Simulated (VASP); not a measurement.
A VASP calculation is set up with these files.

**INCAR**
```
ALGO = Normal
EDIFF = 1E-6
EDIFFG = -0.01
ENCUT = 400
GGA = PS
IBRION = 2
ISIF = 3
ISMEAR = 1
LASPH = .TRUE.
LCHARG = .FALSE.
LMAXMIX = 4
LREAL = .FALSE.
LWAVE = .FALSE.
NELM = 100
NSW = 60
PREC = Accurate
SIGMA = 0.1
SYSTEM = SiGe
```

**POSCAR**
```
SiGe
1
    3.1943919784    -0.0000000000     0.0000000000
   -0.0000000000     3.1943919784     0.0000000000
    0.0000000000    -0.0000000000     3.1943919784
Si Ge
1 1
Direct
  0.0000000000   0.0000000000   0.0000000000
  0.5000000000   0.5000000000   0.5000000000
```

**KPOINTS**
```
Automatic mesh
0
Gamma
10 10 10
0 0 0
```

POTCAR, in this order: Si Ge_d (PBE.64 set). Program: vasp_std.

Task: Translate this PBEsol calculation to Ansatz.

Result: One equivalent input (not run):
Ansatz 0.2 input:
```yaml
crystal:
  lattice:
    - [3.1943920, 0.0000000, 0.0000000]
    - [0.0000000, 3.1943920, 0.0000000]
    - [0.0000000, 0.0000000, 3.1943920]
  atoms:
    - { symbol: Si, position: [0.0000000, 0.0000000, 0.0000000] }
    - { symbol: Ge, position: [0.5000000, 0.5000000, 0.5000000] }
kpoints:
  mp_grid: { grid: [10, 10, 10] }
hamiltonian:
  xc: pbesol
  pseudopotentials: { kind: paw }
scf:
  occupations: { method: methfessel_paxton, width: 0.1 }
  max_iter: 100
relax:
  max_steps: 60
  f_tol: 0.01
  cell: {}
output: { forces: true, stress: true, eigenvalues: true }
```
Limits of the translation: each code has its own PAW files, so the cut-off isn't converted (ENCUT is set for VASP's; basis.ecutwfc is left out, and Ansatz then takes the one that its files recommend); Ansatz stops its SCF on the density residual and VASP on the energy change (EDIFF).

The structure was generated: SiGe was put into the CsCl type type (Pm-3m), which need not be its known phase. It was relaxed first, which changed the volume by +20 %. The start is the result of an earlier pass.
